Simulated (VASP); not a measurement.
Calculation: PBE GGA, VASP's PBE PAW potentials (set 64) (plane waves; VASP).

A VASP calculation is set up with these files.

INCAR:
```
! general
SYSTEM   =  BC31Si31
PREC     =  Normal
ENCUT    =  400
LREAL    =  Auto
LASPH    =  .TRUE.
ISYM     =  0

! electronic loop
EDIFF    =  1E-5
NELM     =  100
NELMIN   =  4
ALGO     =  Fast

! smearing
ISMEAR   =  0
SIGMA    =  0.05

! functional
GGA      =  PE

! spin
ISPIN    =  2
MAGMOM   =  63*0.0159
NUPDOWN  =  1

! ions
IBRION   =  2
NSW      =  70
ISIF     =  2
EDIFFG   =  -0.03

! output
LWAVE    =  .TRUE.
LCHARG   =  .FALSE.
LORBIT   =  10
```

**KPOINTS**
```
Regular mesh
0
G
1 1 1
```

POSCAR:
```
BC31Si31
1
    8.7583314356     0.0000000000     0.0000000000
    0.0000000000     8.7583314356    -0.0000000000
   -0.0000000000    -0.0000000000     8.7583314356
Si C B
31 31 1
Direct
  0.4968120000   0.0042520000  -0.0033630000
  0.7530490000   0.2502110000  -0.0023300000
  0.7493270000  -0.0039180000   0.2543570000
  0.0000000000   0.0000000000   0.0000000000
  0.2480230000   0.2459190000  -0.0038350000
  0.4945450000   0.4966120000   0.0022920000
  0.7500000000   0.7500000000   0.0000000000
  0.2542490000   0.0048480000   0.2442910000
  0.7498270000   0.4946000000   0.2452580000
  0.5015110000   0.0036310000   0.5007580000
  0.7547320000   0.2537250000   0.4953460000
  0.7500000000   0.0000000000   0.7500000000
  0.0000000000   0.5000000000   0.0000000000
  0.2500000000   0.7500000000   0.0000000000
  0.0000000000   0.2500000000   0.2500000000
  0.2540140000   0.5001690000   0.2493880000
  0.5000000000   0.7500000000   0.2500000000
  0.0000000000   0.0000000000   0.5000000000
  0.2545710000   0.2480530000   0.4952150000
  0.5053340000   0.5030960000   0.5029710000
  0.7500000000   0.7500000000   0.5000000000
  0.2500000000   0.0000000000   0.7500000000
  0.5000000000   0.2500000000   0.7500000000
  0.7500000000   0.5000000000   0.7500000000
  0.0000000000   0.7500000000   0.2500000000
  0.0000000000   0.5000000000   0.5000000000
  0.2500000000   0.7500000000   0.5000000000
  0.0000000000   0.2500000000   0.7500000000
  0.2500000000   0.5000000000   0.7500000000
  0.5000000000   0.7500000000   0.7500000000
  0.0000000000   0.7500000000   0.7500000000
  0.6298010000   0.1248670000   0.1262810000
  0.8750000000   0.3750000000   0.1250000000
  0.8750000000   0.1250000000   0.3750000000
  0.1250000000   0.1250000000   0.1250000000
  0.3803200000   0.3802780000   0.1214270000
  0.6250000000   0.6250000000   0.1250000000
  0.8750000000   0.8750000000   0.1250000000
  0.3746500000   0.1305210000   0.3738410000
  0.8750000000   0.6250000000   0.3750000000
  0.6250000000   0.1250000000   0.6250000000
  0.8750000000   0.3750000000   0.6250000000
  0.8750000000   0.1250000000   0.8750000000
  0.1250000000   0.6250000000   0.1250000000
  0.3750000000   0.8750000000   0.1250000000
  0.1250000000   0.3750000000   0.3750000000
  0.3750000000   0.6250000000   0.3750000000
  0.6250000000   0.8750000000   0.3750000000
  0.1250000000   0.1250000000   0.6250000000
  0.3750000000   0.3750000000   0.6250000000
  0.6250000000   0.6250000000   0.6250000000
  0.8750000000   0.8750000000   0.6250000000
  0.3750000000   0.1250000000   0.8750000000
  0.6250000000   0.3750000000   0.8750000000
  0.8750000000   0.6250000000   0.8750000000
  0.1250000000   0.8750000000   0.3750000000
  0.1250000000   0.6250000000   0.6250000000
  0.3750000000   0.8750000000   0.6250000000
  0.1250000000   0.3750000000   0.8750000000
  0.3750000000   0.6250000000   0.8750000000
  0.6250000000   0.8750000000   0.8750000000
  0.1250000000   0.8750000000   0.8750000000
  0.6285980000   0.3755330000   0.3781060000
```

POTCAR, in this order: Si C B (PBE.64 set). Program: vasp_gam.

The run wrote:

### OSZICAR
```
...
   4 F= -.46282990E+03 E0= -.46282279E+03  d E =-.197238E+00  mag=     1.0000
       N       E                     dE             d eps       ncg     rms          rms(c)
DAV:   1    -0.462832616493E+03   -0.27240E-02   -0.46655E-01   720   0.170E+00    0.193E-01
RMM:   2    -0.462832886471E+03   -0.26998E-03   -0.78179E-03   632   0.218E-01    0.104E-01
RMM:   3    -0.462832904452E+03   -0.17981E-04   -0.14123E-03   636   0.883E-02    0.670E-02
RMM:   4    -0.462832876098E+03    0.28354E-04   -0.36640E-04   644   0.398E-02    0.413E-02
RMM:   5    -0.462832878185E+03   -0.20874E-05   -0.11686E-04   635   0.241E-02    0.204E-02
RMM:   6    -0.462832884223E+03   -0.60377E-05   -0.37090E-05   442   0.129E-02
   5 F= -.46283288E+03 E0= -.46282626E+03  d E =-.200224E+00  mag=     1.0000
       N       E                     dE             d eps       ncg     rms          rms(c)
DAV:   1    -0.462908799012E+03   -0.75921E-01   -0.17855E+01   632   0.106E+01    0.110E+00
RMM:   2    -0.462918005851E+03   -0.92068E-02   -0.25041E-01   632   0.125E+00    0.512E-01
RMM:   3    -0.462916495445E+03    0.15104E-02   -0.42246E-02   636   0.486E-01    0.338E-01
RMM:   4    -0.462916548790E+03   -0.53345E-04   -0.13809E-02   646   0.238E-01    0.147E-01
RMM:   5    -0.462916782360E+03   -0.23357E-03   -0.28419E-03   684   0.112E-01    0.943E-02
RMM:   6    -0.462916852419E+03   -0.70059E-04   -0.60783E-04   649   0.555E-02    0.492E-02
RMM:   7    -0.462916902590E+03   -0.50171E-04   -0.23709E-04   640   0.322E-02    0.232E-02
RMM:   8    -0.462916914477E+03   -0.11887E-04   -0.71709E-05   516   0.171E-02    0.150E-02
RMM:   9    -0.462916921458E+03   -0.69810E-05   -0.33038E-05   437   0.111E-02
   6 F= -.46291692E+03 E0= -.46291352E+03  d E =-.840372E-01  mag=     1.0000
       N       E                     dE             d eps       ncg     rms          rms(c)
DAV:   1    -0.462918014876E+03   -0.11004E-02   -0.33501E-01   728   0.145E+00    0.155E-01
RMM:   2    -0.462918201825E+03   -0.18695E-03   -0.47283E-03   632   0.171E-01    0.703E-02
RMM:   3    -0.462918174611E+03    0.27214E-04   -0.80477E-04   636   0.673E-02    0.457E-02
RMM:   4    -0.462918183425E+03   -0.88146E-05   -0.24538E-04   640   0.325E-02    0.230E-02
RMM:   5    -0.462918188182E+03   -0.47571E-05   -0.52595E-05   493   0.152E-02
   7 F= -.46291819E+03 E0= -.46291518E+03  d E =-.853040E-01  mag=     1.0000
       N       E                     dE             d eps       ncg     rms          rms(c)
DAV:   1    -0.462947684976E+03   -0.29502E-01   -0.60095E+00   632   0.601E+00    0.678E-01
RMM:   2    -0.462952442603E+03   -0.47576E-02   -0.97416E-02   632   0.780E-01    0.335E-01
RMM:   3    -0.462952825149E+03   -0.38255E-03   -0.17333E-02   644   0.305E-01    0.226E-01
RMM:   4    -0.462952653675E+03    0.17147E-03   -0.46654E-03   645   0.146E-01    0.102E-01
RMM:   5    -0.462952762851E+03   -0.10918E-03   -0.12992E-03   681   0.748E-02    0.495E-02
RMM:   6    -0.462952789699E+03   -0.26848E-04   -0.20268E-04   656   0.345E-02    0.275E-02
RMM:   7    -0.462952800351E+03   -0.10652E-04   -0.72638E-05   552   0.183E-02    0.939E-03
RMM:   8    -0.462952802726E+03   -0.23753E-05   -0.17992E-05   400   0.916E-03
   8 F= -.46295280E+03 E0= -.46295106E+03  d E =-.346145E-01  mag=     1.0000
       N       E                     dE             d eps       ncg     rms          rms(c)
DAV:   1    -0.462953028032E+03   -0.22768E-03   -0.55135E-02   720   0.574E-01    0.665E-02
RMM:   2    -0.462953076184E+03   -0.48152E-04   -0.91193E-04   632   0.753E-02    0.318E-02
RMM:   3    -0.462953081319E+03   -0.51350E-05   -0.16532E-04   643   0.296E-02    0.217E-02
RMM:   4    -0.462953081280E+03    0.39254E-07   -0.43256E-05   466   0.140E-02
   9 F= -.46295308E+03 E0= -.46295145E+03  d E =-.348931E-01  mag=     1.0000
       N       E                     dE             d eps       ncg     rms          rms(c)
DAV:   1    -0.462965399712E+03   -0.12318E-01   -0.30153E+00   632   0.443E+00    0.450E-01
RMM:   2    -0.462967542695E+03   -0.21430E-02   -0.47955E-02   632   0.554E-01    0.220E-01
RMM:   3    -0.462967232292E+03    0.31040E-03   -0.86381E-03   636   0.222E-01    0.122E-01
RMM:   4    -0.462967435994E+03   -0.20370E-03   -0.24341E-03   654   0.109E-01    0.742E-02
RMM:   5    -0.462967512309E+03   -0.76315E-04   -0.44782E-04   679   0.467E-02    0.405E-02
RMM:   6    -0.462967518927E+03   -0.66180E-05   -0.84017E-05   591   0.212E-02
  10 F= -.46296752E+03 E0= -.46296596E+03  d E =-.144376E-01  mag=     1.0000
       N       E                     dE             d eps       ncg     rms          rms(c)
DAV:   1    -0.462967573852E+03   -0.61543E-04   -0.11780E-02   728   0.276E-01    0.290E-02
RMM:   2    -0.462967583159E+03   -0.93069E-05   -0.20659E-04   632   0.361E-02    0.141E-02
RMM:   3    -0.462967583146E+03    0.12638E-07   -0.41772E-05   484   0.150E-02    0.820E-03
RMM:   4    -0.462967584182E+03   -0.10354E-05   -0.10122E-05   382   0.711E-03
  11 F= -.46296758E+03 E0= -.46296603E+03  d E =-.145029E-01  mag=     1.0000
       N       E                     dE             d eps       ncg     rms          rms(c)
DAV:   1    -0.462970137715E+03   -0.25546E-02   -0.77654E-01   632   0.233E+00    0.234E-01
RMM:   2    -0.462970395635E+03   -0.25792E-03   -0.12203E-02   632   0.278E-01    0.110E-01
RMM:   3    -0.462970272561E+03    0.12307E-03   -0.22901E-03   634   0.112E-01    0.656E-02
RMM:   4    -0.462970272304E+03    0.25731E-06   -0.67337E-04   644   0.541E-02    0.320E-02
RMM:   5    -0.462970281560E+03   -0.92558E-05   -0.13968E-04   663   0.251E-02    0.170E-02
RMM:   6    -0.462970283723E+03   -0.21635E-05   -0.25216E-05   403   0.118E-02
  12 F= -.46297028E+03 E0= -.46296873E+03  d E =-.269954E-02  mag=     1.0000
       N       E                     dE             d eps       ncg     rms          rms(c)
DAV:   1    -0.462970438389E+03   -0.15683E-03   -0.28144E-02   688   0.444E-01    0.443E-02
RMM:   2    -0.462970446023E+03   -0.76346E-05   -0.43012E-04   632   0.524E-02    0.208E-02
RMM:   3    -0.462970440439E+03    0.55847E-05   -0.78697E-05   619   0.210E-02    0.122E-02
RMM:   4    -0.462970439819E+03    0.61945E-06   -0.21947E-05   399   0.101E-02
  13 F= -.46297044E+03 E0= -.46296888E+03  d E =-.285564E-02  mag=     1.0000
       N       E                     dE             d eps       ncg     rms          rms(c)
DAV:   1    -0.462971145819E+03   -0.70538E-03   -0.11649E-01   644   0.914E-01    0.950E-02
RMM:   2    -0.462971212679E+03   -0.66860E-04   -0.21523E-03   632   0.117E-01    0.447E-02
RMM:   3    -0.462971199186E+03    0.13493E-04   -0.39728E-04   638   0.470E-02    0.253E-02
RMM:   4    -0.462971198976E+03    0.20997E-06   -0.10339E-04   642   0.217E-02    0.144E-02
RMM:   5    -0.462971200017E+03   -0.10410E-05   -0.21361E-05   394   0.106E-02
  14 F= -.46297120E+03 E0= -.46296963E+03  d E =-.760198E-03  mag=     1.0000
       N       E                     dE             d eps       ncg     rms          rms(c)
DAV:   1    -0.462971200622E+03   -0.16462E-05   -0.46803E-05   624   0.185E-02    0.344E-03
RMM:   2    -0.462971200674E+03   -0.51423E-07   -0.14886E-06   360   0.340E-03    0.194E-03
RMM:   3    -0.462971200654E+03    0.20173E-07   -0.64375E-08   131   0.136E-03    0.119E-03
RMM:   4    -0.462971200646E+03    0.74979E-08    0.00000E+00    90   0.132E-03
  15 F= -.46297120E+03 E0= -.46296964E+03  d E =-.760827E-03  mag=     1.0000
       N       E                     dE             d eps       ncg     rms          rms(c)
DAV:   1    -0.462971395181E+03   -0.19453E-03   -0.35418E-02   632   0.499E-01    0.544E-02
RMM:   2    -0.462971422135E+03   -0.26954E-04   -0.68507E-04   632   0.663E-02    0.264E-02
RMM:   3    -0.462971418390E+03    0.37448E-05   -0.12132E-04   637   0.265E-02    0.153E-02
RMM:   4    -0.462971418887E+03   -0.49708E-06   -0.34014E-05   435   0.126E-02
  16 F= -.46297142E+03 E0= -.46296992E+03  d E =-.218241E-03  mag=     1.0000
```

OUTCAR:
```
------------------------ aborting loop because EDIFF is reached ----------------------------------------
  FORCE on cell =-STRESS in cart. coord.  units (eV):
  Direction    XX          YY          ZZ          XY          YZ          ZX
  --------------------------------------------------------------------------------------
  Total        1.8875596      3.3389627      3.3425166     -2.2901368     -6.0634446     -2.1588053
  in kB        4.5013952      7.9626573      7.9711324     -5.4614490    -14.4599193     -5.1482537
  external PRESSURE =       6.8117283 kB  Pullay stress =       0.0000000 kB
  volume of cell :      671.84
      direct lattice vectors                 reciprocal lattice vectors
     8.758331436  0.000000000  0.000000000     0.114176999  0.000000000  0.000000000
     0.000000000  8.758331436  0.000000000     0.000000000  0.114176999  0.000000000
     0.000000000  0.000000000  8.758331436     0.000000000  0.000000000  0.114176999
  FREE ENERGIE OF THE ION-ELECTRON SYSTEM (eV)
  ---------------------------------------------------
  free  energy   TOTEN  =      -462.9714188870 eV

  energy  without entropy=     -462.9684160939  energy(sigma->0) =     -462.96991749

 total charge

# of ion       s       p       d       tot
------------------------------------------
    1        0.700   0.971   0.000   1.671
    2        0.701   0.973   0.000   1.674
    3        0.701   0.974   0.000   1.674
    4        0.700   0.968   0.000   1.667
    5        0.700   0.971   0.000   1.671
    6        0.700   0.976   0.000   1.676
    7        0.701   0.976   0.000   1.677
    8        0.700   0.971   0.000   1.671
    9        0.713   0.995   0.000   1.708
   10        0.700   0.976   0.000   1.676
   11        0.713   0.996   0.000   1.708
   12        0.701   0.976   0.000   1.677
   13        0.701   0.975   0.000   1.676
   14        0.699   0.967   0.000   1.667
   15        0.698   0.959   0.000   1.657
   16        0.700   0.973   0.000   1.673
   17        0.698   0.959   0.000   1.657
   18        0.701   0.975   0.000   1.676
   19        0.700   0.972   0.000   1.673
   20        0.713   0.988   0.000   1.701
   21        0.699   0.965   0.000   1.665
   22        0.699   0.967   0.000   1.667
   23        0.698   0.960   0.000   1.658
   24        0.699   0.965   0.000   1.665
   25        0.706   0.966   0.000   1.672
   26        0.699   0.965   0.000   1.664
   27        0.701   0.974   0.000   1.674
   28        0.706   0.966   0.000   1.671
   29        0.701   0.974   0.000   1.674
   30        0.706   0.966   0.000   1.672
   31        0.699   0.969   0.000   1.668
   32        0.875   1.567   0.000   2.442
   33        0.834   1.726   0.000   2.559
   34        0.834   1.725   0.000   2.559
   35        0.832   1.720   0.000   2.552
   36        0.865   1.604   0.000   2.469
   37        0.833   1.728   0.000   2.561
   38        0.837   1.697   0.000   2.534
   39        0.865   1.602   0.000   2.467
   40        0.835   1.697   0.000   2.532
   41        0.833   1.728   0.000   2.561
   42        0.835   1.697   0.000   2.532
   43        0.837   1.697   0.000   2.534
   44        0.837   1.701   0.000   2.538
   45        0.832   1.719   0.000   2.551
   46        0.831   1.719   0.000   2.550
   47        0.834   1.725   0.000   2.559
   48        0.832   1.719   0.000   2.550
   49        0.837   1.701   0.000   2.538
   50        0.834   1.725   0.000   2.558
   51        0.836   1.691   0.000   2.527
   52        0.832   1.715   0.000   2.546
   53        0.832   1.719   0.000   2.551
   54        0.832   1.719   0.000   2.550
   55        0.832   1.715   0.000   2.546
   56        0.839   1.709   0.000   2.547
   57        0.832   1.715   0.000   2.547
   58        0.836   1.710   0.000   2.546
   59        0.839   1.709   0.000   2.548
   60        0.836   1.711   0.000   2.546
   61        0.840   1.703   0.000   2.542
   62        0.832   1.714   0.000   2.547
   63        0.738   1.171   0.000   1.908
--------------------------------------------------
tot         48.460  84.023   0.000 132.482

 magnetization (x)

# of ion       s       p       d       tot
------------------------------------------
    1        0.000   0.001   0.000   0.001
    2        0.000   0.001   0.000   0.001
    3        0.000   0.001   0.000   0.001
    4       -0.000  -0.000   0.000  -0.000
    5       -0.002  -0.004   0.000  -0.006
    6       -0.002  -0.003   0.000  -0.005
    7        0.000   0.000   0.000   0.000
    8       -0.002  -0.004   0.000  -0.006
    9        0.000   0.002   0.000   0.002
   10       -0.002  -0.003   0.000  -0.005
   11        0.000   0.002   0.000   0.002
   12        0.000   0.000   0.000   0.000
   13       -0.000  -0.000   0.000  -0.000
   14       -0.000  -0.001   0.000  -0.001
   15       -0.000   0.000   0.000   0.000
   16       -0.002  -0.004   0.000  -0.006
   17       -0.000   0.000   0.000   0.000
   18       -0.000  -0.000   0.000  -0.000
...
```
(Selected blocks of OUTCAR.)

File CONTCAR:
```
BC31Si31
   1.00000000000000
     8.7583314356000006    0.0000000000000000    0.0000000000000000
     0.0000000000000000    8.7583314356000006    0.0000000000000000
     0.0000000000000000    0.0000000000000000    8.7583314356000006
  Si              C               B
    31    31     1
Direct
     0.4986219943474009    0.0013315821059669    0.0008833572538758
     0.7512684444386544    0.2537902466453288    0.9996793097653667
     0.7513612361135220    0.0000455930664844    0.2533059816951400
     0.0015119604707419    0.0009080979214314    0.0004021941596762
     0.2517169565053621    0.2500366563167968    0.0011513736532477
     0.5017454882156499    0.5017929190858977    0.9990233652083934
     0.7510544181668235    0.7514794757023062    0.9983342127120736
     0.2518988010917256    0.0017969657121947    0.2493505991407743
     0.7514936700187865    0.5023419908504979    0.2404567411492585
     0.5019248001228102    0.9996092035093977    0.5011995841433327
     0.7516010609723047    0.2408809638328852    0.5019813368926287
     0.7510788597338153    0.9987812017742889    0.7510516928504803
     0.0019138660330880    0.5008823627823731    0.9982813754655384
     0.2506799158191011    0.7510057185943569    0.9998337266069072
     0.0009738180678065    0.2502723765407203    0.2497985541588712
     0.2507512248571508    0.5008599282572768    0.2517534302884656
     0.5005237276988886    0.7506234555803584    0.2496500613775160
     0.0020696892392171    0.9987811119336425    0.5003813298313163
     0.2508901368162481    0.2523370529606609    0.5002136361845624
     0.4910805432714908    0.5018036255452710    0.5013486462967909
     0.7504743949758029    0.7493046499175667    0.4993320074130002
     0.2508187679792275    0.0003619143529091    0.7504380500639307
     0.5005054644973675    0.2500934855948623    0.7501917097405200
     0.7504117813101866    0.4997512378467910    0.7488253460786810
     0.0007894944974653    0.7503602590793608    0.2500865376673874
     0.9995435725154221    0.4996409970248187    0.4991562649950592
     0.2489191504825223    0.7515395849102458    0.5004855906319635
     0.0008074168717008    0.2505870221147434    0.7498408355768824
     0.2488342358098406    0.5010843813112495    0.7509647278905479
     0.4999007965998223    0.7503203131449844    0.7497779714028051
     0.0004331205681279    0.7502164112209450    0.7497058444119002
     0.6396960824229109    0.1135758468442870    0.1132270713666227
     0.8789457801349282    0.3760088070092562    0.1211570702563882
     0.8790468824354071    0.1215666723179854    0.3755459233808296
     0.1264150734587007    0.1255874161572870    0.1250390433615083
     0.3645658232561645    0.3895630718009562    0.1127200969806908
     0.6258884181603006    0.6289948060256256    0.1206919155591189
     0.8767635447264254    0.8749610581427869    0.1236489292222379
     0.3649061248850444    0.1134642949418272    0.3888244094357990
     0.8754209502604708    0.6249655102805409    0.3740786438204423
     0.6259633123774248    0.1211715843705196    0.6286073321527149
     0.8754519009275314    0.3745615602323349    0.6244861093156853
     0.8767500915578172    0.1241675768298697    0.8744995480543418
     0.1250735350258765    0.6264127663474407    0.1236393797801550
     0.3754628916853942    0.8759559117698706    0.1249049151230822
     0.1254609198554280    0.3756791525456948    0.3751147970834273
     0.3719213154976120    0.6286375452952827    0.3752671046293436
     0.6259089215873693    0.8748223459621488    0.3755343292211786
     0.1252370183669122    0.1241973393301727    0.6258223251828837
     0.3719409570587533    0.3757938116508089    0.6281766024574119
     0.6255480966769466    0.6245745353402915    0.6241001164956506
     0.8757375400409985    0.8743463763878353    0.6247337745174621
     0.3754691690506667    0.1254653693980466    0.8755221472783606
     0.6257992774281713    0.3760326548917247    0.8743907916029263
     0.8756371502875369    0.6252297408492835    0.8737997429067506
     0.1250157917656398    0.8746590006531592    0.3749986623479002
     0.1244213395853759    0.6250471467830517    0.6244412117082606
     0.3746799765054403    0.8742796607985132    0.6262365694323767
     0.1249118138140396    0.3756141491392957    0.8740400323814391
     0.3745825036470797    0.6268903631351769    0.8736646295164759
     0.6264243569797967    0.8747001559504914    0.8742581482347571
     0.1255196667903657    0.8754507648942087    0.8748411335293778
     0.6291979656393932    0.3773992186876122    0.3771050989574966
```

File OUTCAR:
```
 val. band max:        8.2307841167   @ k =   0.0000   0.0000   0.0000

 cond. band min:       8.3804542592   @ k =   0.0000   0.0000   0.0000


 Fermi energy:         8.3056191879

 spin component 1

 k-point     1 :       0.0000    0.0000    0.0000
  band No.  band energies     occupation
      1      -7.6137      1.00000
      2      -6.1253      1.00000
      3      -6.1227      1.00000
      4      -6.1065      1.00000
      5      -6.1019      1.00000
      6      -5.9999      1.00000
      7      -5.7362      1.00000
      8      -4.7558      1.00000
      9      -4.7516      1.00000
     10      -4.7259      1.00000
     11      -4.7014      1.00000
     12      -4.6971      1.00000
     13      -4.6936      1.00000
     14      -4.6919      1.00000
     15      -4.6829      1.00000
     16      -4.5770      1.00000
     17      -4.5734      1.00000
     18      -4.4364      1.00000
     19      -4.3136      1.00000
     20      -4.1201      1.00000
     21      -4.1184      1.00000
     22      -3.9446      1.00000
     23      -3.1673      1.00000
     24      -2.6882      1.00000
     25      -2.6835      1.00000
     26      -2.6563      1.00000
     27      -2.5181      1.00000
     28      -2.5127      1.00000
     29      -2.5096      1.00000
     30      -2.3690      1.00000
     31      -2.3623      1.00000
     32      -0.9043      1.00000
     33      -0.7447      1.00000
     34      -0.7026      1.00000
     35      -0.6954      1.00000
     36      -0.3236      1.00000
     37      -0.0933      1.00000
     38      -0.0876      1.00000
     39       0.0435      1.00000
     40       0.5697      1.00000
     41       0.5839      1.00000
     42       0.5920      1.00000
     43       0.6904      1.00000
     44       0.6964      1.00000
     45       1.3820      1.00000
     46       1.6493      1.00000
     47       1.6499      1.00000
     48       1.6804      1.00000
     49       1.7034      1.00000
...
```

At this cut-off the stress carries a Pulay error, which pulls relaxed volumes low. The supercell is sampled at Γ alone, which is coarse: total energies, pressure and levels can be off, energies of defects by several tenths of an eV.

The cell is a supercell with a defect, built from SiC (zinc blende): B_C-vac_Si.
